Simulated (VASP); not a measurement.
Level of theory: PBE GGA, VASP's PBE PAW potentials (set 64) (plane waves; VASP).

The input files of a VASP run:

**INCAR**
```
SYSTEM = PbTe
PREC = Accurate
ENCUT = 400
EDIFF = 1E-7
NELM = 100
ALGO = Normal
LREAL = .FALSE.
LASPH = .TRUE.
ISMEAR = 0
SIGMA = 0.01
GGA = PE
LMAXMIX = 4
LWAVE = .FALSE.
LCHARG = .FALSE.
LOPTICS = .TRUE.
NBANDS = 42
NEDOS = 1001
CSHIFT = 0.1
```

File POSCAR:
```
PbTe
1.0
  0.0000000000   3.2818670601   3.2818670601
  3.2818670601   0.0000000000   3.2818670601
  3.2818670601   3.2818670601   0.0000000000
Te Pb
1 1
Cart
  3.2818670601   3.2818670601   3.2818670601
  0.0000000000   0.0000000000   0.0000000000
```

KPOINTS:
```
kpoints
0
G
  16 16 16
0 0 0
```

POTCAR, in this order: Te Pb_d (PBE.64 set). Program: vasp_std.

What VASP printed:

File OSZICAR:
```
       N       E                     dE             d eps       ncg     rms          rms(c)
DAV:   1     0.171446965411E+03    0.17145E+03   -0.60415E+03 12620   0.373E+02
DAV:   2     0.107034248429E+02   -0.16074E+03   -0.14540E+03 12990   0.149E+02
DAV:   3    -0.710258234490E+01   -0.17806E+02   -0.17514E+02 14754   0.481E+01
DAV:   4    -0.765092280918E+01   -0.54834E+00   -0.54765E+00 15176   0.838E+00
DAV:   5    -0.766621207170E+01   -0.15289E-01   -0.15287E-01 16198   0.148E+00    0.301E+00
DAV:   6    -0.752538960231E+01    0.14082E+00   -0.19332E-01 19804   0.152E+00    0.186E+00
DAV:   7    -0.752063388582E+01    0.47557E-02   -0.48019E-02 18002   0.524E-01    0.807E-01
DAV:   8    -0.752286226745E+01   -0.22284E-02   -0.53894E-03 15242   0.332E-01    0.112E-01
DAV:   9    -0.752296432532E+01   -0.10206E-03   -0.21802E-04 17860   0.531E-02    0.404E-02
DAV:  10    -0.752299282883E+01   -0.28504E-04   -0.43051E-05 16104   0.293E-02    0.173E-02
DAV:  11    -0.752299543236E+01   -0.26035E-05   -0.12194E-05 15444   0.122E-02    0.347E-03
DAV:  12    -0.752299558508E+01   -0.15273E-06   -0.17657E-06 14432   0.361E-03    0.175E-03
DAV:  13    -0.752299556447E+01    0.20612E-07   -0.31672E-07 14508   0.184E-03
   1 F= -.75229956E+01 E0= -.75229956E+01  d E =-.236617E-12
 imaginary and real dielectric function
```

File OUTCAR:
```
------------------------ aborting loop because EDIFF is reached ----------------------------------------
  FORCE on cell =-STRESS in cart. coord.  units (eV):
  Direction    XX          YY          ZZ          XY          YZ          ZX
  --------------------------------------------------------------------------------------
  Total        0.0196687      0.0196687      0.0196687     -0.0000000      0.0000000     -0.0000000
  in kB        0.4457519      0.4457519      0.4457519     -0.0000000      0.0000000     -0.0000000
  external PRESSURE =       0.4457519 kB  Pullay stress =       0.0000000 kB
  volume of cell :       70.70
      direct lattice vectors                 reciprocal lattice vectors
     0.000000000  3.281867060  3.281867060    -0.152352302  0.152352302  0.152352302
     3.281867060  0.000000000  3.281867060     0.152352302 -0.152352302  0.152352302
     3.281867060  3.281867060  0.000000000     0.152352302  0.152352302 -0.152352302
  FREE ENERGIE OF THE ION-ELECTRON SYSTEM (eV)
  ---------------------------------------------------
  free  energy   TOTEN  =        -7.5229955645 eV

  energy  without entropy=       -7.5229955645  energy(sigma->0) =       -7.52299556

 plasma frequency squared (from intraband transitions) (eV^2)
  --------------------------------------------------------------------------------------
       0.000      -0.000      -0.000
       0.000       0.000      -0.000
       0.000      -0.000       0.000

 plasma frequency squared (from interband transitions, int dw w eps(2)(w)) (eV^2)
  --------------------------------------------------------------------------------------
     317.957       0.000       0.000       0.000      -0.000      -0.000
       0.000      -0.000     317.957       0.000       0.000       0.000
      -0.000       0.000       0.000      -0.000     317.957       0.000
```
(Selected blocks of OUTCAR.)

File OUTCAR:
```
 val. band max:        5.0265633343   @ k =   0.5000   0.0000   0.0000

 cond. band min:       5.8543278095   @ k =   0.5000   0.0000   0.0000


 Fermi energy:         5.0677498914

 k-point     1 :       0.0000    0.0000    0.0000
  band No.  band energies     occupation
      1     -11.6187      2.00000
      2     -11.6187      2.00000
      3     -11.6128      2.00000
      4     -11.6128      2.00000
      5     -11.6128      2.00000
      6      -6.6075      2.00000
      7      -0.6777      2.00000
      8       3.8617      2.00000
      9       3.8617      2.00000
     10       3.8617      2.00000
     11       9.0558      0.00000
     12       9.0558      0.00000
     13       9.0558      0.00000
     14      10.9355      0.00000
     15      10.9355      0.00000
     16      10.9355      0.00000
     17      12.4469      0.00000
     18      12.5617      0.00000
     19      13.0087      0.00000
     20      13.0087      0.00000
     21      23.3683      0.00000
     22      23.3683      0.00000
     23      23.3683      0.00000
     24      24.1379      0.00000
     25      24.1379      0.00000
     26      24.1379      0.00000
     27      24.9733      0.00000
     28      24.9733      0.00000
     29      24.9733      0.00000
     30      26.2103      0.00000
     31      26.2103      0.00000
     32      28.9379      0.00000
     33      28.9379      0.00000
     34      28.9379      0.00000
     35      29.8599      0.00000
     36      31.2347      0.00000
     37      31.2347      0.00000
     38      31.2347      0.00000
     39      31.8623      0.00000
     40      32.3158      0.00000
     41      32.3158      0.00000
     42      33.7979      0.00000

 k-point     2 :       0.0625    0.0000    0.0000
  band No.  band energies     occupation
      1     -11.6190      2.00000
      2     -11.6190      2.00000
      3     -11.6128      2.00000
      4     -11.6124      2.00000
      5     -11.6124      2.00000
      6      -6.5760      2.00000
...
```

Unless said otherwise, spin-orbit coupling is left out, though it shifts the bands of the heavy elements here.

The compound is PbTe in the rock salt structure. It was relaxed first.
